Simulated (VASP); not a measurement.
Calculation: r2SCAN meta-GGA, VASP's PBE PAW potentials (set 64) (plane waves; VASP).

VASP input:

### POSCAR
```
Cd
1
    2.8926980000     0.0000000000     0.0000000000
    0.0000000000     2.8926980000     0.0000000000
    0.0000000000     0.0000000000     2.8926980000
Cd
1
Direct
  0.0000000000   0.0000000000   0.0000000000
```

File KPOINTS:
```
Automatic mesh
0
Gamma
11 11 11
0 0 0
```

**INCAR**
```
! general
SYSTEM =Cd
PREC   =Accurate
ENCUT  =400   ! plane-wave cut-off (eV)
LREAL  =.False.   ! projection in real space or not
LASPH  =.True.   ! aspherical one-centre terms

! electronic loop
EDIFF  =1E-6   ! SCF stop (eV)
NELM   =100   ! most electronic steps
ALGO   =Normal
LMAXMIX=4   ! l cut-off of mixed one-centre charges
LMIXTAU=.True.

! smearing
ISMEAR =1   ! Methfessel-Paxton
SIGMA  =0.1   ! width (eV)

! functional
METAGGA=R2SCAN

! ions
IBRION =2   ! conjugate gradients
NSW    =60
ISIF   =3   ! ions, shape and volume
EDIFFG =-0.01   ! ionic stop

! output
LWAVE  =.False.
LCHARG =.False.
```

POTCAR, in this order: Cd (PBE.64 set). Program: vasp_std.

Energy and stress use the plane-wave basis of the starting cell.

### Question
Estimate the energy per atom (σ→0), volume per atom, band gap (on the k-mesh).

### Answer

```json
{
 "energy per atom (σ→0)": "-19.933 eV/atom",
 "band gap (on the k-mesh)": "none (metal, semimetal or under 0.01 eV)",
 "volume_per_atom": "25.00 Å³/atom"
}
```

### OSZICAR
```
...
DAV:   1    -0.199352330756E+02   -0.24816E-02   -0.50577E-02  1240   0.328E+00    0.372E-01
DAV:   2    -0.199327933311E+02    0.24397E-02   -0.73267E-03  1226   0.122E+00    0.101E-01
DAV:   3    -0.199327981673E+02   -0.48362E-05   -0.30083E-04  1168   0.235E-01    0.876E-02
DAV:   4    -0.199326010682E+02    0.19710E-03   -0.42940E-04  1194   0.191E-01    0.198E-02
DAV:   5    -0.199327943596E+02   -0.19329E-03   -0.27462E-04  1184   0.170E-01    0.646E-03
DAV:   6    -0.199328119357E+02   -0.17576E-04   -0.27946E-05  1144   0.479E-02    0.456E-03
DAV:   7    -0.199328127341E+02   -0.79831E-06   -0.96451E-07  1070   0.109E-02
   3 F= -.19932813E+02 E0= -.19932751E+02  d E =-.401488E-02
```

The structure was generated: Cd was put into the simple-cubic type (Pm-3m), which need not be its known phase. This run relaxes it. Symmetry was kept, so distortions that lower it aren't found.
